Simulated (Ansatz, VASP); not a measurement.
# Cu2Te: VASP beside Ansatz, part 2 of 2

Aim: how closely do two programs agree when they are given the same cell, functional and k mesh? The cell is generated by rule, not measured, and may not be a known phase. The cell is taken from a series of runs on this material, whose earlier steps may have relaxed, scaled, displaced or heated it; both programs get it as it stands.

VASP 6.6.1 and Ansatz 0.2.0.

So far. Step 2 (Ansatz: single point, PBEsol, pair 1): The run ends at a pressure of -0.02 GPa, with forces up to 0.014 eV/Å. Step 3 (VASP: single point, PBEsol, pair 1): The run ends at a pressure of 0.15 GPa, with forces up to 0.014 eV/Å.

The structure was built from a prototype and need not be the compound's stable phase.

## (5) Ansatz: single point, PBEsol, pair 2

Level of this step: Ansatz beside VASP: Kohn-Sham DFT, plane waves, PBEsol (Ansatz).

With cell and atoms fixed, the geometry can't cause a difference; cores, projectors, grids and the points listed under the comparison can.

The cell is taken from a series of runs on this material, whose earlier steps may have relaxed, scaled, displaced or heated it; both programs get it as it stands.

input.yaml

```yaml
crystal:
  lattice:
    - [5.5475960802, 5.5475960802, 0.0]
    - [5.5475960802, 0.0, 5.5475960802]
    - [5.5475960802, 0.0, -5.5475960802]
  atoms:
    - { symbol: Te, position: [0.0253981633, -0.0126990817, -0.0126990817] }
    - { symbol: Te, position: [-0.0253981633, 0.5126990817, 0.5126990817] }
    - { symbol: Te, position: [0.5253981633, 0.2373009183, 0.7373009183] }
    - { symbol: Te, position: [0.4746018367, 0.7626990817, 0.2626990817] }
    - { symbol: Cu, position: [0.3037658022, 0.0833433768, 0.8481170989] }
    - { symbol: Cu, position: [0.1962341978, 0.6666566232, 0.4018829011] }
    - { symbol: Cu, position: [0.8037658022, 0.0981170989, 0.8333433768] }
    - { symbol: Cu, position: [0.6962341978, 0.6518829011, 0.4166566232] }
    - { symbol: Cu, position: [0.3037658022, 0.612890821, 0.8481170989] }
    - { symbol: Cu, position: [0.1962341978, 0.137109179, 0.4018829011] }
    - { symbol: Cu, position: [0.8037658022, 0.0981170989, 0.362890821] }
    - { symbol: Cu, position: [0.6962341978, 0.6518829011, 0.887109179] }
kpoints:
  mp_grid: { grid: [4, 4, 4] }
hamiltonian:
  xc: pbesol
scf:
  occupations: { method: gaussian, width: 0.02 }
output:
  forces: true
  stress: true
  eigenvalues: true
```

Started as:

```bash
ansatz run input.yaml --threads 8 --pin off --max-ram 14336MiB --backend cpu --events-out ev --progress --plain --runs-dir out
```

Numbers of over 12 decimals in the logs are rounded to 6 here.

Log:

```text
[...]
Crystal: 12 atoms, lattice volume = 341.464 Å³
Basis set: ecut = 420 eV, 6615 PW (Γ), exchange–correlation on 108×108×108 points (8 copies of the dense FFT grid, shifted against one another)
Bands: 130, of which v1, the nominal top of the filled ones, is band 108 counted from 1 (107 counted from 0)
Symmetry: 16 space group operations
[...]
k-points: 13 of 64
[...]
k-point 0: bands = [... 104 lower, 5.1177, 5.3907, 5.4101, 5.4101, 7.4431, 7.5062, 7.5221, 9.5733, ... 13 higher]
  k-point 1: bands = [... 104 lower, 5.1880, 5.2465, 5.3421, 5.4591, 7.9763, 8.0570, 8.1306, 8.6602, ... 13 higher]
  k-point 2: bands = [... 104 lower, 5.1626, 5.1863, 5.5838, 5.6214, 8.3063, 8.8269, 8.8439, 8.8775, ... 13 higher]
  k-point 12: bands = [... 104 lower, 5.3469, 5.3469, 5.4258, 5.4258, 7.7404, 7.7404, 8.9053, 8.9053, ... 13 higher]
[key lines of the parts left out:]
SCF converged after 9 iterations
Free energy (F): -80311.135364 eV
Fermi energy:    6.532412 eV
P = ⅓ Tr σ = -0.4238 GPa (-4.238 kbar)
```

The run ends at a pressure of -0.42 GPa, with forces up to 0.13 eV/Å.

## (6) VASP: single point, PBEsol, pair 2

The same cell, functional, mesh and smearing now go to VASP, with its own data sets.

INCAR

```
SYSTEM = Cu2Te
PREC = Accurate
ENCUT = 600
EDIFF = 1E-06
NELM = 120
ISMEAR = 0
SIGMA = 0.02
LREAL = .FALSE.
ALGO = Normal
GGA = PS
NBANDS = 69
LASPH = .TRUE.
LORBIT = 11
LWAVE = .FALSE.
LCHARG = .FALSE.
ISIF = 2
GGA_COMPAT = .FALSE.
EFERMI = MIDGAP
KPAR = 2
```

POSCAR

```
Cu2Te
1.0
    5.5475960802      5.5475960802      0.0000000000
    5.5475960802      0.0000000000      5.5475960802
    5.5475960802      0.0000000000     -5.5475960802
Te Cu
4 8
Direct
    0.0253981633      0.9873009183      0.9873009183
    0.9746018367      0.5126990817      0.5126990817
    0.5253981633      0.2373009183      0.7373009183
    0.4746018367      0.7626990817      0.2626990817
    0.3037658022      0.0833433768      0.8481170989
    0.1962341978      0.6666566232      0.4018829011
    0.8037658022      0.0981170989      0.8333433768
    0.6962341978      0.6518829011      0.4166566232
    0.3037658022      0.6128908210      0.8481170989
    0.1962341978      0.1371091790      0.4018829011
    0.8037658022      0.0981170989      0.3628908210
    0.6962341978      0.6518829011      0.8871091790
```

KPOINTS

```
Automatic mesh
0
Gamma
4 4 4
0 0 0
```

The projector-augmented-wave data sets are Te and Cu (PBE family, release 64).

Started as:

```bash
mpirun -np 2 vasp_std
```

Log:

```text
[banner, memory and clock lines left out]
running    2 mpi-ranks, on    1 nodes
[...]
[... a notice as in an earlier step ...]

 LDA part: xc-table for (Slater+PW92), standard interpolation
 POSCAR, INCAR and KPOINTS ok, starting setup
[...]
entering main loop
       N       E                     dE             d eps       ncg     rms          rms(c)
DAV:   1     0.100176075664E+04    0.10018E+04   -0.48356E+04  1794   0.205E+03
DAV:   2     0.875128110755E+02   -0.91425E+03   -0.88810E+03  1794   0.433E+02
DAV:   3    -0.384475112026E+02   -0.12596E+03   -0.11563E+03  2146   0.199E+02
DAV:   4    -0.475834614466E+02   -0.91360E+01   -0.89746E+01  2804   0.573E+01
[...]
DAV:  13    -0.437088703856E+02    0.44554E-05   -0.19888E-04  2364   0.210E-01    0.181E-02
DAV:  14    -0.437088702282E+02    0.15740E-06   -0.73055E-05  2468   0.941E-02    0.827E-03
DAV:  15    -0.437088709984E+02   -0.77018E-06   -0.75784E-06  2172   0.302E-02
   1 F= -.43708871E+02 E0= -.43708871E+02  d E =0.000000E+00
```

OUTCAR, selected parts (step 6):

```text
  Total       -0.8145418     -0.2342249     -0.8145418     -0.0000000      0.0000000      0.0000000
  in kB       -3.8219014     -1.0990036     -3.8219014     -0.0000000      0.0000000      0.0000000
  external PRESSURE =      -2.9142688 kB  Pullay stress =       0.0000000 kB

 POSITION                                       TOTAL-FORCE (eV/Angst)
 -----------------------------------------------------------------------------------
     11.09519      0.14090      0.00000        -0.000000      0.072946     -0.000000
     11.09519      5.40670      0.00000        -0.000000     -0.072946     -0.000000
      8.32139      2.91470     -2.77380        -0.000000      0.072946     -0.000000
      8.32139      2.63290      2.77380         0.000000     -0.072946     -0.000000
      6.85254      1.68517     -4.24266        -0.047246      0.115396     -0.047246
      7.01645      1.08863      1.46886         0.047246     -0.115396      0.047246
      9.62633      4.45897     -4.07874        -0.047246      0.115396      0.047246
      9.79025      3.86243      1.30494         0.047246     -0.115396     -0.047246
      9.79025      1.68517     -1.30494         0.047246      0.115396      0.047246
      4.07874      1.08863     -1.46886        -0.047246     -0.115396     -0.047246
      7.01645      4.45897     -1.46886         0.047246      0.115396     -0.047246
     12.40013      3.86243     -1.30494        -0.047246     -0.115396      0.047246
 -----------------------------------------------------------------------------------
    total drift:                               -0.000001     -0.000001      0.000000

  FREE ENERGIE OF THE ION-ELECTRON SYSTEM (eV)
  ---------------------------------------------------
  free  energy   TOTEN  =       -43.7088709984 eV

  energy  without entropy=      -43.7088709984  energy(sigma->0) =      -43.70887100

[... 2 parts as in an earlier step ...]

[... 1 further part left out ...]
[key lines of the parts left out:]
E-fermi :   2.8892
```

The run ends at a pressure of -0.29 GPa, with forces up to 0.13 eV/Å.

## (7) Comparison

What differs besides the data sets and the points named for the pairs above, as far as they apply: the data sets hold 216 valence electrons in Ansatz (on its default PAW (the set named soft_2) files) and 112 in VASP. Total energies have different zeros and are not compared.

Both answers:

```
              quantity  Ansatz   VASP  difference
        pressure (GPa)   -0.42  -0.29       -0.13
gap on the k mesh (eV)   1.822  1.832      -0.010
```

Forces on 10 of the 12 atoms, those with the largest forces and the largest differences (eV/Å; atoms numbered as in POSCAR):

```
atom          Ansatz x, y, z            VASP x, y, z
 Te1     0.000, 0.079, 0.000     0.000, 0.073, 0.000
 Te2    0.000, -0.079, 0.000    0.000, -0.073, 0.000
 Te3     0.000, 0.079, 0.000     0.000, 0.073, 0.000
 Cu5   -0.047, 0.115, -0.047   -0.047, 0.115, -0.047
 Cu6    0.047, -0.115, 0.047    0.047, -0.115, 0.047
 Cu7    -0.047, 0.115, 0.047    -0.047, 0.115, 0.047
 Cu8   0.047, -0.115, -0.047   0.047, -0.115, -0.047
Cu10  -0.047, -0.115, -0.047  -0.047, -0.115, -0.047
Cu11    0.047, 0.115, -0.047    0.047, 0.115, -0.047
Cu12   -0.047, -0.115, 0.047   -0.047, -0.115, 0.047
```

The forces differ by 2.0 meV/Å r.m.s., which is 2.9 % of the r.m.s. force of 0.067 eV/Å (both taken over all components). A gap on the mesh is an upper bound, since the band edges may lie between its points.

## (8) Ansatz: single point, PBEsol, pair 3

With cell and atoms fixed, the geometry can't cause a difference; cores, projectors, grids and the points listed under the comparison can.

The cell is taken from a series of runs on this material, whose earlier steps may have relaxed, scaled, displaced or heated it; both programs get it as it stands.

input.yaml

```yaml
crystal:
  lattice:
    - [5.5475960802, 5.5475960802, 0.0]
    - [5.5475960802, 0.0, 5.5475960802]
    - [5.5475960802, 0.0, -5.5475960802]
  atoms:
    - { symbol: Te, position: [0.0357161672, -0.0178580836, -0.0178580836] }
    - { symbol: Te, position: [-0.0357161672, 0.5178580836, 0.5178580836] }
    - { symbol: Te, position: [0.5357161672, 0.2321419164, 0.7321419164] }
    - { symbol: Te, position: [0.4642838328, 0.7678580836, 0.2678580836] }
    - { symbol: Cu, position: [0.3256081594, 0.0664203737, 0.8371959203] }
    - { symbol: Cu, position: [0.1743918406, 0.6835796263, 0.4128040797] }
    - { symbol: Cu, position: [0.8256081594, 0.0871959203, 0.8164203737] }
    - { symbol: Cu, position: [0.6743918406, 0.6628040797, 0.4335796263] }
    - { symbol: Cu, position: [0.3256081594, 0.607971467, 0.8371959203] }
    - { symbol: Cu, position: [0.1743918406, 0.142028533, 0.4128040797] }
    - { symbol: Cu, position: [0.8256081594, 0.0871959203, 0.357971467] }
    - { symbol: Cu, position: [0.6743918406, 0.6628040797, 0.892028533] }
kpoints:
  mp_grid: { grid: [4, 4, 4] }
hamiltonian:
  xc: pbesol
scf:
  occupations: { method: gaussian, width: 0.02 }
output:
  forces: true
  stress: true
  eigenvalues: true
```

Started as:

```bash
ansatz run input.yaml --threads 8 --pin off --max-ram 14336MiB --backend cpu --events-out ev --progress --plain --runs-dir out
```

Log:

```text
[...]
Crystal: 12 atoms, lattice volume = 341.464 Å³
Basis set: ecut = 420 eV, 6615 PW (Γ), exchange–correlation on 108×108×108 points (8 copies of the dense FFT grid, shifted against one another)
Bands: 130, of which v1, the nominal top of the filled ones, is band 108 counted from 1 (107 counted from 0)
Symmetry: 16 space group operations
[...]
k-points: 13 of 64
[...]
k-point 0: bands = [... 104 lower, 5.2505, 5.3500, 5.3967, 5.3967, 7.4193, 7.5033, 7.5407, 9.5800, ... 13 higher]
  k-point 1: bands = [... 104 lower, 5.1888, 5.2521, 5.4485, 5.4645, 7.9123, 8.0224, 8.0876, 8.7017, ... 13 higher]
  k-point 2: bands = [... 104 lower, 5.1669, 5.2411, 5.6515, 5.7162, 8.0890, 8.6864, 8.7295, 8.7820, ... 13 higher]
  k-point 12: bands = [... 104 lower, 5.3743, 5.3743, 5.4660, 5.4660, 7.6793, 7.6793, 8.8836, 8.8836, ... 13 higher]
[key lines of the parts left out:]
SCF converged after 10 iterations
Free energy (F): -80311.327487 eV
Fermi energy:    6.576711 eV
P = ⅓ Tr σ = -0.7574 GPa (-7.574 kbar)
```

The run ends at a pressure of -0.76 GPa, with forces up to 0.21 eV/Å.

## (9) VASP: single point, PBEsol, pair 3

The same cell, functional, mesh and smearing now go to VASP, with its own data sets.

INCAR is that of step 6.

POSCAR

```
Cu2Te
1.0
    5.5475960802      5.5475960802      0.0000000000
    5.5475960802      0.0000000000      5.5475960802
    5.5475960802      0.0000000000     -5.5475960802
Te Cu
4 8
Direct
    0.0357161672      0.9821419164      0.9821419164
    0.9642838328      0.5178580836      0.5178580836
    0.5357161672      0.2321419164      0.7321419164
    0.4642838328      0.7678580836      0.2678580836
    0.3256081594      0.0664203737      0.8371959203
    0.1743918406      0.6835796263      0.4128040797
    0.8256081594      0.0871959203      0.8164203737
    0.6743918406      0.6628040797      0.4335796263
    0.3256081594      0.6079714670      0.8371959203
    0.1743918406      0.1420285330      0.4128040797
    0.8256081594      0.0871959203      0.3579714670
    0.6743918406      0.6628040797      0.8920285330
```

KPOINTS is that of step 6.

Started as:

```bash
mpirun -np 2 vasp_std
```

Log:

```text
[... set-up lines as in an earlier step ...]
 entering main loop
       N       E                     dE             d eps       ncg     rms          rms(c)
DAV:   1     0.998739791677E+03    0.99874E+03   -0.48391E+04  1794   0.205E+03
DAV:   2     0.864774170247E+02   -0.91226E+03   -0.88697E+03  1794   0.431E+02
DAV:   3    -0.389576167759E+02   -0.12544E+03   -0.11442E+03  2112   0.198E+02
DAV:   4    -0.479314938291E+02   -0.89739E+01   -0.88145E+01  2836   0.571E+01
[...]
DAV:  13    -0.438994177023E+02    0.11894E-04   -0.25148E-04  2356   0.239E-01    0.242E-02
DAV:  14    -0.438994214967E+02   -0.37944E-05   -0.10504E-04  2428   0.107E-01    0.110E-02
DAV:  15    -0.438994221387E+02   -0.64199E-06   -0.89984E-06  2140   0.363E-02
   1 F= -.43899422E+02 E0= -.43899422E+02  d E =0.000000E+00
```

OUTCAR, selected parts (step 9):

```text
  Total       -1.8170648     -0.5601957     -1.8170648      0.0000000      0.0000000     -0.0000000
  in kB       -8.5258266     -2.6284870     -8.5258266      0.0000000      0.0000000     -0.0000000
  external PRESSURE =      -6.5600467 kB  Pullay stress =       0.0000000 kB

 POSITION                                       TOTAL-FORCE (eV/Angst)
 -----------------------------------------------------------------------------------
     11.09519      0.19814      0.00000         0.000000      0.081219      0.000000
     11.09519      5.34946      0.00000         0.000000     -0.081219      0.000000
      8.32139      2.97194     -2.77380        -0.000000      0.081219      0.000000
      8.32139      2.57566      2.77380         0.000000     -0.081219      0.000000
      6.81924      1.80634     -4.27595        -0.084846      0.168102     -0.084846
      7.04975      0.96746      1.50215         0.084846     -0.168102      0.084846
      9.59304      4.58014     -4.04544        -0.084846      0.168102      0.084846
      9.82355      3.74125      1.27164         0.084846     -0.168102     -0.084846
      9.82355      1.80634     -1.27164         0.084846      0.168102      0.084846
      4.04544      0.96746     -1.50215        -0.084846     -0.168102     -0.084846
      7.04975      4.58014     -1.50215         0.084846      0.168102     -0.084846
     12.36684      3.74125     -1.27164        -0.084846     -0.168102      0.084846
 -----------------------------------------------------------------------------------
    total drift:                                0.000000      0.000000     -0.000000

  FREE ENERGIE OF THE ION-ELECTRON SYSTEM (eV)
  ---------------------------------------------------
  free  energy   TOTEN  =       -43.8994221387 eV

  energy  without entropy=      -43.8994221387  energy(sigma->0) =      -43.89942214

[... 2 parts as in an earlier step ...]

[... 1 further part left out ...]
[key lines of the parts left out:]
E-fermi :   2.9328
```

The run ends at a pressure of -0.66 GPa, with forces up to 0.21 eV/Å.

## (10) Differences

What differs besides the data sets and the points named for the pairs above, as far as they apply: the data sets hold 216 valence electrons in Ansatz (on its default PAW (the set named soft_2) files) and 112 in VASP. Total energies have different zeros and are not compared.

Both answers:

```
              quantity  Ansatz   VASP  difference
        pressure (GPa)   -0.76  -0.66       -0.10
gap on the k mesh (eV)   1.686  1.697      -0.011
```

Forces on 10 of the 12 atoms, those with the largest forces and the largest differences (eV/Å; atoms numbered as in POSCAR):

```
atom         Ansatz x, y, z           VASP x, y, z
 Te1    0.000, 0.089, 0.000    0.000, 0.081, 0.000
 Te3    0.000, 0.089, 0.000    0.000, 0.081, 0.000
 Te4   0.000, -0.089, 0.000   0.000, -0.081, 0.000
 Cu5  -0.085, 0.169, -0.085  -0.085, 0.168, -0.085
 Cu6   0.085, -0.169, 0.085   0.085, -0.168, 0.085
 Cu7   -0.085, 0.169, 0.085   -0.085, 0.168, 0.085
 Cu8  0.085, -0.169, -0.085  0.085, -0.168, -0.085
 Cu9    0.085, 0.169, 0.085    0.085, 0.168, 0.085
Cu11   0.085, 0.169, -0.085   0.085, 0.168, -0.085
Cu12  -0.085, -0.169, 0.085  -0.085, -0.168, 0.085
```

The forces differ by 2.7 meV/Å r.m.s., which is 2.7 % of the r.m.s. force of 0.101 eV/Å (both taken over all components). A gap on the mesh is an upper bound, since the band edges may lie between its points.

## (11) Outcome

* difference in gap on the k mesh (single point, PBEsol, pair 1): -0.0097 eV
* r.m.s. force difference (single point, PBEsol, pair 2): 2.0 meV/Å
* r.m.s. force difference (single point, PBEsol, pair 3): 2.7 meV/Å

What this shows: The r.m.s. force difference is 2.7 meV/Å (single point, PBEsol, pair 3), within the 12 meV/Å picked in this series as the mark of a large difference. The data sets hold unlike numbers of valence electrons (216 in Ansatz and 112 in VASP), so part of the differences comes from the potentials. 3 further runs of this series are not shown here. How closely two codes agree says nothing of how well the functional describes the real material.

[Lines on the potential files, build, host, timing and source positions are cut from VASP's logs without a mark.]

[Logs are printed without paths, hosts, clocks, repeated set-up lines and the standing remarks that a program may print on its own settings, such as how far it seeks lower states.]

[Hosts, paths, dates, database ids (printed as entryN), source tags and the programs' standing remarks are cut or masked in the printed files.]
